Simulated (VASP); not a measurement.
All values below come from PBEsol GGA, VASP's PBE PAW potentials (set 64) (plane waves; VASP).

A VASP calculation is set up with these files.

KPOINTS:
```
Automatic mesh
0
Gamma
8 8 8
0 0 0
```

INCAR:
```
# general
SYSTEM  = InP
PREC    = Accurate
ENCUT   = 480
LREAL   = .FALSE.
LASPH   = .TRUE.

# electronic loop
EDIFF   = 1E-7
NELM    = 100
ALGO    = Normal
LMAXMIX = 4

# smearing
ISMEAR  = 0
SIGMA   = 0.05

# functional
GGA     = PS

# ions
IBRION  = 2
NSW     = 30
ISIF    = 2
EDIFFG  = -0.01

# output
LWAVE   = .FALSE.
LCHARG  = .FALSE.
```

File POSCAR:
```
InP
1
   -0.0440816203     2.9387746877     2.9387746877
    2.8946930674     0.0000000000     2.8946930674
    2.9387746877     2.9387746877    -0.0440816203
In P
1 1
Direct
  0.0000000000   0.0000000000   0.0000000000
  0.2500000000   0.2500000000   0.2500000000
```

POTCAR, in this order: In_d P (PBE.64 set). Program: vasp_std.

Output

**OSZICAR**
```
       N       E                     dE             d eps       ncg     rms          rms(c)
DAV:   1     0.110388238857E+03    0.11039E+03   -0.82784E+03  2490   0.145E+03
DAV:   2    -0.161089853918E+01   -0.11200E+03   -0.10880E+03  2585   0.322E+02
DAV:   3    -0.932907023124E+01   -0.77182E+01   -0.76221E+01  3238   0.897E+01
DAV:   4    -0.953923360613E+01   -0.21016E+00   -0.21003E+00  2946   0.161E+01
DAV:   5    -0.954898075954E+01   -0.97472E-02   -0.97467E-02  3678   0.305E+00    0.542E+00
DAV:   6    -0.918071865316E+01    0.36826E+00   -0.69501E-01  3690   0.164E+01    0.323E+00
DAV:   7    -0.914758647727E+01    0.33132E-01   -0.17367E-01  3428   0.412E+00    0.110E+00
DAV:   8    -0.914481198505E+01    0.27745E-02   -0.15733E-02  3200   0.180E+00    0.367E-01
DAV:   9    -0.914499244981E+01   -0.18046E-03   -0.17992E-03  3192   0.662E-01    0.177E-01
DAV:  10    -0.914500457744E+01   -0.12128E-04   -0.16879E-04  3012   0.110E-01    0.115E-01
DAV:  11    -0.914502743065E+01   -0.22853E-04   -0.34011E-05  2889   0.570E-02    0.166E-02
DAV:  12    -0.914502776792E+01   -0.33727E-06   -0.12189E-05  3161   0.744E-02    0.159E-02
DAV:  13    -0.914502776009E+01    0.78226E-08   -0.90789E-07  3063   0.952E-03
   1 F= -.91450278E+01 E0= -.91450278E+01  d E =-.914503E+01
       N       E                     dE             d eps       ncg     rms          rms(c)
DAV:   1    -0.914635074429E+01   -0.13230E-02   -0.76696E-01  2985   0.629E+00    0.240E-01
DAV:   2    -0.914839396429E+01   -0.20432E-02   -0.21266E-02  3580   0.162E+00    0.723E-02
DAV:   3    -0.914837527559E+01    0.18689E-04   -0.17578E-04  3327   0.176E-01    0.564E-02
DAV:   4    -0.914836715444E+01    0.81212E-05   -0.42562E-05  3202   0.945E-02    0.221E-02
DAV:   5    -0.914836804756E+01   -0.89312E-06   -0.77997E-06  2805   0.240E-02    0.817E-03
DAV:   6    -0.914836807875E+01   -0.31186E-07   -0.30769E-07  2846   0.680E-03
   2 F= -.91483681E+01 E0= -.91483681E+01  d E =-.334032E-02
       N       E                     dE             d eps       ncg     rms          rms(c)
DAV:   1    -0.914838648998E+01   -0.18442E-04   -0.77390E-02  2990   0.199E+00    0.726E-02
DAV:   2    -0.914857642195E+01   -0.18993E-03   -0.19605E-03  3531   0.473E-01    0.197E-02
DAV:   3    -0.914857544421E+01    0.97774E-06   -0.15990E-05  3347   0.430E-02    0.163E-02
DAV:   4    -0.914857487794E+01    0.56627E-06   -0.35668E-06  2944   0.221E-02    0.514E-03
DAV:   5    -0.914857495193E+01   -0.73990E-07   -0.72601E-07  2735   0.704E-03
   3 F= -.91485750E+01 E0= -.91485750E+01  d E =-.354719E-02
```

### OUTCAR
```
------------------------ aborting loop because EDIFF is reached ----------------------------------------
  FORCE on cell =-STRESS in cart. coord.  units (eV):
  Direction    XX          YY          ZZ          XY          YZ          ZX
  --------------------------------------------------------------------------------------
  Total        0.0124509      0.0044064      0.0124509      0.0000000      0.0000000      0.4120348
  in kB        0.3930806      0.1391101      0.3930806      0.0000000      0.0000000     13.0080849
  external PRESSURE =       0.3084238 kB  Pullay stress =       0.0000000 kB
  volume of cell :       50.75
      direct lattice vectors                 reciprocal lattice vectors
    -0.044081620  2.938774688  2.938774688    -0.167624568  0.170138937  0.167624568
     2.894693067  0.000000000  2.894693067     0.172729885 -0.170138937  0.172729885
     2.938774688  2.938774688 -0.044081620     0.167624568  0.170138937 -0.167624568
  FREE ENERGIE OF THE ION-ELECTRON SYSTEM (eV)
  ---------------------------------------------------
  free  energy   TOTEN  =        -9.1485749519 eV

  energy  without entropy=       -9.1485749519  energy(sigma->0) =       -9.14857495

 reached required accuracy - stopping structural energy minimisation
```
(Selected blocks of OUTCAR.)

**CONTCAR**
```
InP
   1.00000000000000
    -0.0440816203000000    2.9387746877000001    2.9387746877000001
     2.8946930674000000    0.0000000000000000    2.8946930674000000
     2.9387746877000001    2.9387746877000001   -0.0440816203000000
  In              P
     1     1
Direct
     0.9974449677831964    0.0025550322168036    0.9974449677831964
     0.2525550322168036    0.2474449677831964    0.2525550322168036
```

The compound is InP in the zinc blende structure. This cell was strained or had an atom moved on purpose. Symmetry was kept, so distortions that lower it aren't found.
